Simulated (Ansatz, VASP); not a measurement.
## LiMg6Mo: VASP beside Ansatz

```xyz
8
Lattice="4.3681 0.0000 0.0000 0.0000 4.2833 4.3976 0.0000 -4.2833 4.3976" Properties=species:S:1:pos:R:3 pbc="T T T"
Mo    0.0000    0.0000    1.0786
Mg    2.1841    0.0000    3.1143
Mg    2.1841    0.0000    7.8539
Mg    2.1841   -2.1975    5.4879
Mg    2.1841    2.1975    5.4879
Mg    0.0000   -2.1173    3.3021
Mg    0.0000    2.1173    3.3021
Li    0.0000    0.0000    5.5543
```

Change from the starting cell: volume scaled by 1.02.

Alike in both runs: task single point; functional PBE; k mesh 6 × 5 × 5; occupations fermi-dirac, width 0.05 eV; no spin polarisation.

|  | VASP | Ansatz |
| --- | --- | --- |
| version | VASP 6.6.1 | Ansatz 0.2.0 |
| potentials or method | VASP PAW PBE potentials, release 64 (Mo_sv, Mg, Li_sv) | Ansatz PAW |
| plane-wave cutoff (eV) | 520 | 420 |
| valence electrons in the cell | 29 | 77 |

```tsv
	VASP	Ansatz	Ansatz less VASP
gap on the k mesh at the Fermi level (eV)	none	none	-
rms of the force components (eV/Å)	0.021	0.021	-0.0001
```

Atom by atom the forces differ by 0.000 eV/Å (rms over components). A gap of «none» marks a metal or a gap that the smearing closes. The two sets of potentials don't hold the same shells in valence.
